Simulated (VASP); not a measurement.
Here is the system:

```
CELL_PARAMETERS angstrom
      0.00000     2.82052     2.82052
      2.82052     0.00000     2.82052
      2.82052     2.82052     0.00000
ATOMIC_POSITIONS crystal
  Si 0.25000 0.25000 0.25000
  Si 0.75000 0.75000 0.75000
  Ni 0.00000 0.00000 0.00000
```

These are vdW-DF2, VASP's PBE PAW potentials (set 64) (plane waves; VASP 6.6.1) values and carry that method's errors. Numerical set-up: 520 eV cut-off, 10×10×10 Γ-centred mesh, first-order Methfessel-Paxton smearing of 0.10 eV, potentials Si Ni.

Question: Give the stress tensor in GPa (positive for a compressed cell).

Answer: 
```
-3.05   0.00   0.00
 0.00  -3.05   0.00
 0.00   0.00  -3.05
```
The pressure is its mean diagonal, -3.05 GPa.

The compound is NiSi2 in the fluorite structure. This cell is one point of a volume scan, at 1.03 of the reference volume. The run is not spin-polarised, so no magnetic state was tried.
